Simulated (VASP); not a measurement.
VASP ran on this input.

KPOINTS:
```
Automatic mesh
0
Gamma
 5 5 4
```

**INCAR**
```
# general
SYSTEM  = Mg2SeS
PREC    = Accurate
ENCUT   = 400   # plane-wave cut-off (eV)
LREAL   = .False.   # projection in real space or not
LASPH   = .True.   # aspherical one-centre terms

# electronic loop
EDIFF   = 1E-6   # SCF stop (eV)
NELM    = 100
ALGO    = Normal   # blocked Davidson
LMAXMIX = 4   # l cut-off of mixed one-centre charges

# smearing
ISMEAR  = 0   # Gaussian
SIGMA   = 0.05

# functional
GGA     = PE   # PBE

# ions
IBRION  = 2
NSW     = 60
ISIF    = 3
EDIFFG  = -0.02   # ionic stop

# output
LWAVE   = .False.
LCHARG  = .False.
```

**POSCAR**
```
Mg2SeS
1
    4.1389424541     0.0000000000    -0.0000000000
    0.0000000000     4.1389424541     0.0000000000
   -0.0000000000     0.0000000000     5.8388281024
Mg Se S
2 1 1
Direct
  0.5000000000   0.0000000000   0.7371480539
  0.0000000000   0.5000000000   0.2628519461
  0.5000000000   0.5000000000   0.0000000000
  1.0000000000   0.0000000000   0.5000000000
```

POTCAR, in this order: Mg Se S (PBE.64 set). Program: vasp_std.

### Question
Write an equivalent input for Quantum ESPRESSO's pw.x.

### Answer
One equivalent input (not run):
```
&CONTROL
  calculation = 'vc-relax'
  pseudo_dir = './pseudo'
  outdir = './out'
  tprnfor = .true.
  tstress = .true.
  nstep = 60
  forc_conv_thr = 0.00078
/
&SYSTEM
  ibrav = 0
  nat = 4
  ntyp = 3
  ecutwfc = 86
  occupations = 'smearing'
  smearing = 'gaussian'
  degauss = 0.003675
  input_dft = 'pbe'
/
&ELECTRONS
  conv_thr = 7.3e-08
  electron_maxstep = 100
/
&IONS
/
&CELL
/
ATOMIC_SPECIES
  Mg 24.305 Mg.upf
  Se 78.971 Se.upf
  S 32.060 S.upf
CELL_PARAMETERS angstrom
     4.1389425    0.0000000   -0.0000000
     0.0000000    4.1389425    0.0000000
    -0.0000000    0.0000000    5.8388281
ATOMIC_POSITIONS crystal
  Mg   0.5000000  0.0000000  0.7371481
  Mg   0.0000000  0.5000000  0.2628519
  Se   0.5000000  0.5000000  0.0000000
  S    1.0000000  0.0000000  0.5000000
K_POINTS automatic
  5 5 4 0 0 0
```
The two are equivalent in intent, not identical: the potentials are each code's own (VASP's PAW set, PseudoDojo norm-conserving files in pw.x), so ENCUT and ecutwfc are chosen apart and not converted; conv_thr bounds pw.x's estimated SCF error, while EDIFF bounds the energy change between steps; forc_conv_thr acts on force components and is met together with etot_conv_thr.

The structure comes from a computed database's Mg2SeS entry (P-4m2); how it stands against other phases isn't given here. This run relaxes it. Symmetry was kept, so distortions that lower it aren't found. The start is the result of an earlier pass.
